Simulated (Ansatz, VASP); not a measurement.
# Te (Tellurium): VASP beside Ansatz, part 2 of 2

One calculation is typed for both programs; each brings its own data sets. How far apart do they land? The cell is taken from a series of runs on this material, whose earlier steps may have relaxed, scaled, displaced or heated it; both programs get it as it stands.

VASP 6.6.1 and Ansatz 0.2.0.

So far: The structure; Ansatz: zone-centre phonons, PBEsol.

## Step 3: VASP: zone-centre phonons, PBEsol

Level of this step: PBEsol; plane waves and PAW (Te) (VASP).

The same cell, functional, mesh and smearing now go to VASP, with its own data sets.

Lines of VASP's logs that name or quote its potential files are left out, and so is its time.

Contents of INCAR:

```
SYSTEM = Te
PREC = Accurate
ENCUT = 500
EDIFF = 1E-08
NELM = 120
ISMEAR = 1
SIGMA = 0.2
LREAL = .FALSE.
ALGO = Normal
GGA = PS
NBANDS = 15
LORBIT = 11
LWAVE = .FALSE.
LCHARG = .FALSE.
ISIF = 2
IBRION = 8
LASPH = .TRUE.
GGA_COMPAT = .FALSE.
KPAR = 2
```

Contents of POSCAR:

```
Te
1.0
    4.2297295200      0.0000000000      0.0000000000
   -2.1148647600      3.6630532155      0.0000000000
    0.0000000000      0.0000000000      5.9572762824
Te
3
Direct
    0.2908844796      0.0000000000      0.3333333333
    0.0000000000      0.2908844796      0.6666666667
    0.7091155204      0.7091155204      0.0000000000
```

Contents of KPOINTS:

```
Automatic mesh
0
Gamma
12 12 8
0 0 0
```

The projector-augmented-wave data sets are Te (PBE family, release 64).

Command:

```
mpirun -np 2 vasp_std
```

Numbers of over 12 decimals in the logs are rounded to 6 here.

The log of the run:

```text
[banner, memory and clock lines left out]
running    2 mpi-ranks, on    1 nodes
 distrk:  each k-point on    1 cores,    2 groups
 distr:  one band on    1 cores,    1 groups

 POSCAR found type information on POSCAR Te
 POSCAR found :  1 types and       3 ions
|                                                                             |
|               ----> ADVICE to this user running VASP <----                  |
|                                                                             |
|     You enforced a specific xc type in the INCAR file but a different       |
|     [... a line on the potential file left out ...]
|     I HOPE YOU KNOW WHAT YOU ARE DOING!                                     |
|                                                                             |

 LDA part: xc-table for (Slater+PW92), standard interpolation
 POSCAR, INCAR and KPOINTS ok, starting setup
 FFT: planning ... GRIDC
 FFT: planning ... GRID_SOFT
 FFT: planning ... GRID
 WAVECAR not read
 entering main loop
       N       E                     dE             d eps       ncg     rms          rms(c)
DAV:   1     0.711891924485E+02    0.71189E+02   -0.64562E+03  3930   0.939E+02
DAV:   2    -0.597648885571E+01   -0.77166E+02   -0.73461E+02  5276   0.141E+02
DAV:   3    -0.105053909045E+02   -0.45289E+01   -0.44834E+01  4623   0.384E+01
DAV:   4    -0.105803003624E+02   -0.74909E-01   -0.74889E-01  5528   0.581E+00
DAV:   5    -0.105816498365E+02   -0.13495E-02   -0.13495E-02  5066   0.706E-01    0.144E+01
DAV:   6    -0.105682257048E+02    0.13424E-01   -0.95675E-03  4959   0.598E-01    0.894E+00
DAV:   7    -0.105635785199E+02    0.46472E-02   -0.19223E-02  4581   0.839E-01    0.220E-01
DAV:   8    -0.105633084155E+02    0.27010E-03   -0.31519E-03  4546   0.324E-01    0.105E-01
DAV:   9    -0.105633189854E+02   -0.10570E-04   -0.85866E-05  5730   0.627E-02    0.740E-02
DAV:  10    -0.105633202427E+02   -0.12573E-05   -0.82292E-06  4749   0.188E-02    0.877E-03
DAV:  11    -0.105633188089E+02    0.14338E-05   -0.32271E-06  4847   0.108E-02    0.383E-03
DAV:  12    -0.105633188924E+02   -0.83476E-07   -0.32537E-07  5288   0.340E-03    0.203E-03
DAV:  13    -0.105633188879E+02    0.44885E-08   -0.40904E-08  4756   0.129E-03
   1 F= -.10563319E+02 E0= -.10564613E+02  d E =0.388095E-02
 Linear response reoptimize wavefunctions to high precision
DAV:   1    -0.105633188971E+02   -0.92128E-08   -0.39082E-09  5144   0.373E-04
DAV:   2    -0.105633188972E+02   -0.67075E-10   -0.54743E-10  2805   0.137E-04
 Linear response DOF=           3
 Linear response progress:
  Degree of freedom:   1/  3
       N       E                     dE             d eps       ncg     rms          rms(c)
RMM:   1    -0.455862307875E-01   -0.45586E-01    0.36154E-02 21865   0.105E+00
RMM:   2    -0.441277024109E-01    0.14585E-02   -0.23455E-03 15021   0.278E-01    0.972E-02
RMM:   3    -0.440654783285E-01    0.62224E-04   -0.81029E-05 15873   0.573E-02    0.676E-02
RMM:   4    -0.440124849561E-01    0.52993E-04   -0.21594E-05 16158   0.243E-02    0.133E-02
RMM:   5    -0.440187645247E-01   -0.62796E-05   -0.63811E-07 16366   0.525E-03    0.639E-03
RMM:   6    -0.440274579730E-01   -0.86934E-05   -0.28586E-07 16113   0.240E-03    0.130E-03
RMM:   7    -0.440265234126E-01    0.93456E-06    0.70636E-08 16567   0.638E-04    0.426E-04
RMM:   8    -0.440254903328E-01    0.10331E-05    0.16685E-07 16263   0.239E-04    0.114E-04
RMM:   9    -0.440256150734E-01   -0.12474E-06   -0.13160E-07 17093   0.648E-05    0.597E-05
RMM:  10    -0.440256114049E-01    0.36685E-08   -0.19834E-08 16711   0.304E-05    0.212E-05
 first order change of Fermi-energy   0.42248E+00
 force on displaced ion       1 direction 1 :  -2.526   0.000   0.000
 Linear response progress:
  Degree of freedom:   2/  3
       N       E                     dE             d eps       ncg     rms          rms(c)
RMM:   1    -0.465597959117E-01   -0.46560E-01    0.30697E-02 40013   0.105E+00
RMM:   2    -0.452035939888E-01    0.13562E-02   -0.23970E-03 27329   0.276E-01    0.767E-02
RMM:   3    -0.450785756570E-01    0.12502E-03   -0.10180E-04 28685   0.600E-02    0.521E-02
RMM:   4    -0.450046653073E-01    0.73910E-04   -0.34806E-05 29134   0.278E-02    0.143E-02
RMM:   5    -0.450154149967E-01   -0.10750E-04   -0.14553E-06 29535   0.638E-03    0.763E-03
RMM:   6    -0.450287459449E-01   -0.13331E-04   -0.31747E-07 29527   0.228E-03    0.997E-04
RMM:   7    -0.450283368524E-01    0.40909E-06    0.86845E-08 30329   0.474E-04    0.542E-04
RMM:   8    -0.450278024908E-01    0.53436E-06    0.50419E-08 30107   0.191E-04    0.767E-05
RMM:   9    -0.450278861436E-01   -0.83653E-07   -0.12383E-07 31115   0.518E-05    0.189E-05
RMM:  10    -0.450278622735E-01    0.23870E-07   -0.31210E-08 30738   0.262E-05    0.398E-06
RMM:  11    -0.450278721731E-01   -0.98996E-08   -0.29162E-08 31003   0.167E-05    0.437E-06
 first order change of Fermi-energy   0.60692E-04
 force on displaced ion       1 direction 2 :  -0.000  -2.344  -0.330
 Linear response progress:
  Degree of freedom:   3/  3
       N       E                     dE             d eps       ncg     rms          rms(c)
RMM:   1    -0.581286376736E-01   -0.58129E-01    0.46816E-02 42421   0.108E+00
RMM:   2    -0.552934691232E-01    0.28352E-02   -0.30192E-03 27532   0.304E-01    0.273E-01
RMM:   3    -0.550031119565E-01    0.29036E-03   -0.59143E-04 28593   0.994E-02    0.191E-01
RMM:   4    -0.549717840344E-01    0.31328E-04   -0.15204E-05 28999   0.242E-02    0.946E-02
RMM:   5    -0.549715351802E-01    0.24885E-06   -0.47528E-06 29576   0.135E-02    0.425E-03
RMM:   6    -0.549749115759E-01   -0.33764E-05   -0.20395E-07 29740   0.279E-03    0.278E-03
RMM:   7    -0.549780801892E-01   -0.31686E-05   -0.21229E-07 29608   0.120E-03    0.543E-04
RMM:   8    -0.549779436920E-01    0.13650E-06    0.83421E-08 30502   0.317E-04    0.270E-04
RMM:   9    -0.549781437666E-01   -0.20007E-06   -0.10912E-07 29576   0.147E-04    0.498E-05
RMM:  10    -0.549782645385E-01   -0.12077E-06   -0.15579E-07 31441   0.495E-05    0.117E-05
RMM:  11    -0.549782812509E-01   -0.16712E-07   -0.13168E-08 31134   0.238E-05    0.402E-06
RMM:  12    -0.549782768888E-01    0.43621E-08   -0.55208E-09 30103   0.168E-05    0.127E-06
 first order change of Fermi-energy   0.35060E-04
 force on displaced ion       1 direction 3 :  -0.002  -0.332  -5.026
 Linear response finished
```

OUTCAR, selected parts (step 3):

```text
ion  position               nearest neighbor table
   1  0.291  0.000  0.333-   3 2.91   2 2.91   3 3.28   3 3.28   2 3.28   2 3.28
   2  0.000  0.291  0.667-   3 2.91   1 2.91   3 3.28   3 3.28   1 3.28   1 3.28
   3  0.709  0.709  0.000-   1 2.91   2 2.91   1 3.28   2 3.28   2 3.28   1 3.28

  LATTYP: Found a hexagonal cell.
 ALAT       =     4.2297295200
 C/A-ratio  =     1.4084296063

 Subroutine GETGRP returns: Found  6 space group operations
 (whereof  2 operations were pure point group operations)

The static configuration has the point symmetry C_2 .
 The point group associated with its full space group is D_3 .

 Found    131 irreducible k-points:

   k-points           NKPTS =    131   k-points in BZ     NKDIM =    131   number of bands    NBANDS=     15

   dimension x,y,z NGX =    32 NGY =   32 NGZ =   48
   dimension x,y,z NGXF=    64 NGYF=   64 NGZF=   96

   ENCUT  =  500.0 eV  36.75 Ry    6.06 a.u.   7.71  7.71 10.86*2*pi/ulx,y,z

   NELECT =      18.0000    total number of electrons

 k-points in reciprocal lattice and weights: Automatic mesh
   0.00000000  0.00000000  0.00000000       0.001
   0.08333333 -0.00000000  0.00000000       0.005
   0.16666667 -0.00000000  0.00000000       0.005
   0.25000000 -0.00000000  0.00000000       0.005
   0.33333333 -0.00000000  0.00000000       0.005
   0.41666667 -0.00000000  0.00000000       0.005
   0.50000000 -0.00000000  0.00000000       0.003
   0.08333333  0.08333333  0.00000000       0.005
   0.16666667  0.08333333  0.00000000       0.010
[...]
0.33333333  0.25000000  0.50000000       0.010
   0.33333333  0.33333333  0.50000000       0.002

 average (electrostatic) potential at core
       1 -87.7828       2 -87.7828       3 -87.7828

  Total        0.9297302      0.9297302      0.9467197     -0.0000000      0.0000000      0.0000000
  in kB       16.1385284     16.1385284     16.4334380     -0.0000000      0.0000000      0.0000000
  external PRESSURE =      16.2368316 kB  Pullay stress =       0.0000000 kB

  energy-cutoff  :      500.00
  volume of cell :       92.30
      direct lattice vectors                 reciprocal lattice vectors
     4.229729520  0.000000000  0.000000000     0.236421737  0.136498153  0.000000000
    -2.114864760  3.663053216  0.000000000     0.000000000  0.272996307  0.000000000
     0.000000000  0.000000000  5.957276282     0.000000000  0.000000000  0.167861948

 POSITION                                       TOTAL-FORCE (eV/Angst)
 -----------------------------------------------------------------------------------
      1.23036      0.00000      1.98576         0.017499      0.000000      0.000000
     -0.61518      1.06553      3.97152        -0.008749      0.015154     -0.000000
      1.49968      2.59753      0.00000        -0.008749     -0.015154      0.000000
 -----------------------------------------------------------------------------------
    total drift:                               -0.000000     -0.000000     -0.000000

 Eigenvectors and eigenvalues of the dynamical matrix
 ----------------------------------------------------

   1 f  =    3.827700 THz    24.050146 2PiTHz  127.678316 cm-1    15.830087 meV
             X         Y         Z           dx          dy          dz
      1.230363  0.000000  1.985759     0.078172    0.044197    0.396570
     -0.615181  1.065525  3.971518    -0.000910   -0.089798    0.409946
      1.499683  2.597528  0.000000    -0.077412    0.045686   -0.806516

   2 f  =    3.827700 THz    24.050146 2PiTHz  127.678316 cm-1    15.830087 meV
             X         Y         Z           dx          dy          dz
      1.230363  0.000000  1.985759    -0.044140    0.078272    0.702325
     -0.615181  1.065525  3.971518     0.089855   -0.000810   -0.694602
      1.499683  2.597528  0.000000    -0.045630   -0.077312   -0.007723

   3 f  =    2.897892 THz    18.207994 2PiTHz   96.663283 cm-1    11.984714 meV
             X         Y         Z           dx          dy          dz
      1.230363  0.000000  1.985759     0.577350    0.000000    0.000000
     -0.615181  1.065525  3.971518    -0.288675    0.500000    0.000000
      1.499683  2.597528  0.000000    -0.288675   -0.500000   -0.000000

   4 f  =    2.710143 THz    17.028330 2PiTHz   90.400634 cm-1    11.208245 meV
             X         Y         Z           dx          dy          dz
      1.230363  0.000000  1.985759    -0.000000   -0.577350    0.000065
     -0.615181  1.065525  3.971518     0.500000    0.288675    0.000065
      1.499683  2.597528  0.000000    -0.500000    0.288675    0.000065

   5 f  =    2.430981 THz    15.274302 2PiTHz   81.088786 cm-1    10.053724 meV
             X         Y         Z           dx          dy          dz
      1.230363  0.000000  1.985759    -0.394821   -0.411564    0.091660
     -0.615181  1.065525  3.971518    -0.158843    0.547658    0.030348
      1.499683  2.597528  0.000000     0.553878   -0.136316   -0.122008

   6 f  =    2.430981 THz    15.274302 2PiTHz   81.088786 cm-1    10.053724 meV
             X         Y         Z           dx          dy          dz
      1.230363  0.000000  1.985759    -0.411416    0.394963   -0.087963
     -0.615181  1.065525  3.971518     0.547806    0.158986    0.123361
      1.499683  2.597528  0.000000    -0.136168   -0.553736   -0.035399

   7 f/i=    0.000305 THz     0.001917 2PiTHz    0.010179 cm-1     0.001262 meV
             X         Y         Z           dx          dy          dz
      1.230363  0.000000  1.985759     0.000000    0.000065    0.577350
     -0.615181  1.065525  3.971518    -0.000056   -0.000033    0.577350
      1.499683  2.597528  0.000000     0.000056   -0.000033    0.577350

   8 f/i=    0.000577 THz     0.003624 2PiTHz    0.019238 cm-1     0.002385 meV
             X         Y         Z           dx          dy          dz
      1.230363  0.000000  1.985759     0.516689   -0.257763    0.000026
     -0.615181  1.065525  3.971518     0.516584   -0.257923    0.000032
      1.499683  2.597528  0.000000     0.516499   -0.257752   -0.000058

   9 f/i=    0.000577 THz     0.003624 2PiTHz    0.019238 cm-1     0.002385 meV
             X         Y         Z           dx          dy          dz
      1.230363  0.000000  1.985759    -0.257862   -0.516492    0.000052
     -0.615181  1.065525  3.971518    -0.257703   -0.516597   -0.000048
      1.499683  2.597528  0.000000    -0.257874   -0.516683   -0.000004

 ELASTIC MODULI CONTR FROM IONIC RELAXATION (kBar)
 Direction    XX          YY          ZZ          XY          YZ          ZX
 --------------------------------------------------------------------------------
 XX        -165.3006    -48.7492   -138.9504      0.0000    -93.3680      0.0000
 YY         -48.7492   -165.3006   -138.9504     -0.0000     93.3680      0.0000
 ZZ        -138.9504   -138.9504   -180.3993      0.0000     -0.0000      0.0000
 XY           0.0000      0.0000      0.0000    -58.4670      0.0000    -91.9330
 YZ         -93.3680     93.3680     -0.0000      0.0000   -159.1760      0.0000
 ZX           0.0000      0.0000      0.0000    -91.9330      0.0000   -154.3110
 --------------------------------------------------------------------------------
```

## Step 4: Comparison

Known differences besides the potentials themselves: the data sets hold 48 valence electrons in Ansatz (on its PAW soft_1 files) and 18 in VASP; the cutoff is 420 eV in Ansatz and 500 eV in VASP; Ansatz makes its cores anew for this functional, VASP keeps those of its PBE data sets. Total energies have different zeros and are not compared.

Compared:

| quantity | Ansatz | VASP | difference |
| --- | --- | --- | --- |
| optical mode 1 to 2 (cm⁻¹) | 80.8 | 81.1 | -0.42 % |
| optical mode 3 (cm⁻¹) | 89.8 | 90.4 | -0.70 % |
| optical mode 4 (cm⁻¹) | 95.2 | 96.7 | -1.48 % |
| optical mode 5 to 6 (cm⁻¹) | 126.7 | 127.7 | -0.80 % |

Modes are paired by rising frequency, not by their patterns, so a pair may set unlike modes beside each other; they are those without the splitting of longitudinal modes.

## Step 5: What came out

| Quantity | Value |
| --- | --- |
| r.m.s. difference of the optical zone-centre modes, each program's sorted by frequency (zone-centre phonons, PBEsol) | 0.89 cm⁻¹ |
| difference in optical mode 4 (zone-centre phonons, PBEsol) | -1.5 % |

In words: The r.m.s. difference of the optical zone-centre modes, each program's sorted by frequency is 0.89 cm⁻¹ (zone-centre phonons, PBEsol). The data sets hold unlike numbers of valence electrons (48 in Ansatz and 18 in VASP), so part of the differences comes from the potentials. Among the rows given in per cent, the largest difference of the zone-centre phonons, PBEsol pair is in optical mode 4, -1.5 %. Such differences can come from data sets, numerical settings and the points named under the comparisons, not from the functional's error against experiment.

[Lines on the potential files, build, host, timing and source positions are cut from VASP's logs without a mark.]

[Logs are printed without paths, hosts, clocks, repeated set-up lines and the standing remarks that a program may print on its own settings, such as how far it seeks lower states.]

[Hosts, paths, dates, database ids (printed as entryN), source tags and the programs' standing remarks are cut or masked in the printed files.]
